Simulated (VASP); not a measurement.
Wanted: the native input for a VASP 6.6.1 run.

```
Task                   : relaxation of cell and atoms
Functional             : PBE
Potentials or basis    : VASP PAW PBE potentials, release 64 (Zr_sv, Nb_sv, P)
Cutoff                 : 600 eV
k mesh                 : 3 × 3 × 6
Occupations            : gaussian, width 0.1 eV
Spin                   : no spin polarisation
Dipole correction      : no
Further INCAR settings : ALGO = Normal; EDIFF = 1e-06; IBRION = 2; EDIFFG = -0.04; NSW = 90; ISIF = 3
```

The structure of Zr2NbP3 lies in POSCAR:

```
Zr2NbP3
1.0
    6.0683726000      0.0000000000      0.0000000000
   -3.0341863000      5.2553648300      0.0000000000
    0.0000000000      0.0000000000      3.3312432600
Zr Nb P
2 1 3
Direct
    0.3333333300      0.6666666700      0.0000000000
    0.6666666700      0.3333333300      0.0000000000
    0.0000000000      0.0000000000      0.0000000000
    0.5000000000      0.0000000000      0.5000000000
    0.5000000000      0.5000000000      0.5000000000
    0.0000000000      0.5000000000      0.5000000000
```

The cell was built by a generator and needn't be a form met in nature.

The cell isn't the ideal one: species swapped into the DyB2Ru3 type (P6/mmm, No. 191).

The input as run:

INCAR

```
PREC = Accurate
ENCUT = 600
EDIFF = 1E-6
ISMEAR = 0
SIGMA = 0.1
LREAL = F
LASPH = T
NELM = 100
ALGO = Normal
ISIF = 3
LWAVE = F
LCHARG = F
GGA = PE
IBRION = 2
NSW = 90
EDIFFG = -0.04
```

KPOINTS

```
regular mesh
0
Gamma
  3 3 6
```

Potentials or basis: VASP PAW PBE potentials, release 64 (Zr_sv, Nb_sv, P).

Run with:

```bash
$ cat potpaw_PBE.64/Zr_sv/POTCAR potpaw_PBE.64/Nb_sv/POTCAR potpaw_PBE.64/P/POTCAR > POTCAR
$ mpirun -np 1 vasp_std > vasp.out
```

It gave:

| Item | Value |
| --- | --- |
| Relaxed volume | 19.34 Å³/atom |
| Relaxed cell | a = 5.958 Å, b = 5.958 Å, c = 3.774 Å, α = 90.00°, β = 90.00°, γ = 120.00° |
| Space group after relaxing (to 0.05 Å) | P6/mmm (No. 191) |
| Energy gained by relaxing | 202.3 meV/atom |
| Ionic steps | 11 |
| Pressure after relaxing | 0.0 GPa |
| Band gap on the k mesh | none (metal or under the smearing width) |

Caveat: the k mesh is coarse (spacing up to 0.40 Å⁻¹), so the values aren't converged.

It took 8.1 min on 1 thread of Intel(R) Xeon(R) Platinum 8488C (Sapphire Rapids), on a shared host, peak memory 0.27 GiB.
